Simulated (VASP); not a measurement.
Given:

```
AlBaHSi
1.0
    4.32542     0.00000     0.00000
   -2.16271     3.74592     0.00000
    0.00000     0.00000     5.25866
Ba Al Si H
1 1 1 1
Direct
  0.00000   0.00000   0.00123
  0.66667   0.33333   0.46396
  0.33333   0.66667   0.54129
  0.66667   0.33333   0.13642
```

All values below come from r2SCAN meta-GGA, VASP's PBE PAW potentials (set 64) (plane waves; VASP). Settings: 400 eV cut-off, 7×7×5 Γ-centred mesh, tetrahedra with Blöchl corrections, potentials Ba_sv Al Si H.

The cores are frozen, which limits the accuracy of field gradients.

Task: Give the principal components of the electric field gradient (V/Å²) and the asymmetry η at each nucleus.

Result: 
```tsv
atom	Vxx	Vyy	Vzz	η
Ba1	-14.9	-14.9	29.8	0.00
Al2	-6.2	-6.2	12.5	0.00
Si3	7.5	7.5	-14.9	0.00
H4	-2.5	-2.5	5.0	0.00
```

The structure comes from a computed database's BaAlSiH entry (P3m1); how it stands against other phases isn't given here. It was relaxed first.
